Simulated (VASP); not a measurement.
Calculation: PBE GGA with spin-orbit coupling, VASP's PBE PAW potentials (set 64) (plane waves; VASP).

Input for VASP

File KPOINTS_OPT:
```
k-points along high-symmetry lines
8
Line-mode
Reciprocal
  0.000000   0.000000   0.000000 ! GAMMA
 -0.500000  -0.500000   0.000000 ! X

 -0.500000  -0.500000   0.000000 ! X
 -0.375000  -0.375000   0.250000 ! U

 -0.375000   0.000000   0.375000 ! K
  0.000000   0.000000   0.000000 ! GAMMA

  0.000000   0.000000   0.000000 ! GAMMA
 -0.000000  -0.000000   0.500000 ! L

 -0.000000  -0.000000   0.500000 ! L
 -0.500000  -0.250000   0.250000 ! W

 -0.500000  -0.250000   0.250000 ! W
 -0.500000  -0.500000   0.000000 ! X
```

File POSCAR:
```
HgTe
4.7049520
  0.0000000000   0.7071068369   0.7071068369
  0.7071068369   0.0000000000   0.7071068369
  0.7071068369   0.7071068369   0.0000000000
Hg Te
1 1
Cart
  1.4142136738   1.4142136738   1.4142136738
  0.3535534185   0.3535534185   0.3535534185
```

INCAR:
```
SYSTEM = HgTe
PREC = Accurate
ENCUT = 400
EDIFF = 1E-6
NELM = 100
ALGO = Normal
LREAL = .FALSE.
LASPH = .TRUE.
ISMEAR = 0
SIGMA = 0.05
GGA = PE
LMAXMIX = 6
LWAVE = .FALSE.
LCHARG = .FALSE.
LSORBIT = .TRUE.
MAGMOM = 0 0 0 0 0 0
GGA_COMPAT = .FALSE.
```

**KPOINTS**
```
Regular mesh
0
gamma
 9 9 9
```

POTCAR, in this order: Hg Te (PBE.64 set). Program: vasp_ncl.

Output

File OSZICAR:
```
       N       E                     dE             d eps       ncg     rms          rms(c)
DAV:   1     0.987931264196E+02    0.98793E+02   -0.67852E+03  2868   0.962E+02
DAV:   2     0.635588917327E+00   -0.98158E+02   -0.94637E+02  3186   0.252E+02
DAV:   3    -0.417733470901E+01   -0.48129E+01   -0.47792E+01  3344   0.560E+01
DAV:   4    -0.424238122587E+01   -0.65047E-01   -0.65005E-01  3638   0.576E+00
DAV:   5    -0.424295902189E+01   -0.57780E-03   -0.57778E-03  3326   0.587E-01    0.860E+00
DAV:   6    -0.404737370008E+01    0.19559E+00   -0.45261E-01  3086   0.101E+01    0.630E+00
DAV:   7    -0.404527049848E+01    0.21032E-02   -0.12664E-01  3046   0.261E+00    0.335E+00
DAV:   8    -0.404467111978E+01    0.59938E-03   -0.60977E-03  3220   0.895E-01    0.111E+00
DAV:   9    -0.404453788040E+01    0.13324E-03   -0.75497E-04  3160   0.329E-01    0.297E-01
DAV:  10    -0.404460403380E+01   -0.66153E-04   -0.33945E-04  3140   0.215E-01    0.754E-02
DAV:  11    -0.404461610709E+01   -0.12073E-04   -0.19778E-05  3618   0.446E-02    0.297E-02
DAV:  12    -0.404462689933E+01   -0.10792E-04   -0.18138E-05  2918   0.449E-02    0.164E-02
DAV:  13    -0.404462664466E+01    0.25467E-06   -0.21515E-06  3184   0.162E-02
   1 F= -.40446266E+01 E0= -.40445848E+01  d E =-.836469E-04  mag=    -0.0000     0.0000    -0.0000
       N       E                     dE             ncg
```

**OUTCAR**
```
------------------------ aborting loop because EDIFF is reached ----------------------------------------
  FORCE on cell =-STRESS in cart. coord.  units (eV):
  Direction    XX          YY          ZZ          XY          YZ          ZX
  --------------------------------------------------------------------------------------
  Total       -0.0883850     -0.0883850     -0.0883850     -0.0000000      0.0000000      0.0000000
  in kB       -1.9228197     -1.9228197     -1.9228197     -0.0000000      0.0000000      0.0000000
  external PRESSURE =      -1.9228197 kB  Pullay stress =       0.0000000 kB
  volume of cell :       73.65
      direct lattice vectors                 reciprocal lattice vectors
     0.000000000  3.326903726  3.326903726    -0.150289891  0.150289891  0.150289891
     3.326903726  0.000000000  3.326903726     0.150289891 -0.150289891  0.150289891
     3.326903726  3.326903726  0.000000000     0.150289891  0.150289891 -0.150289891
 POSITION                                       TOTAL-FORCE (eV/Angst)
 -----------------------------------------------------------------------------------
      0.00000      0.00000      0.00000        -0.000000     -0.000000     -0.000000
      1.66345      1.66345      1.66345         0.000000      0.000000      0.000000
 -----------------------------------------------------------------------------------
    total drift:                               -0.000000     -0.000000     -0.000000
  FREE ENERGIE OF THE ION-ELECTRON SYSTEM (eV)
  ---------------------------------------------------
  free  energy   TOTEN  =        -4.0446266447 eV

  energy  without entropy=       -4.0445429978  energy(sigma->0) =       -4.04458482

 Ion:    1  E_soc:     -0.5707881

 Ion:    2  E_soc:     -0.2278033
```
(Selected blocks of OUTCAR.)

The compound is HgTe in the zinc blende structure. It was relaxed first, which changed the volume by +9 %.
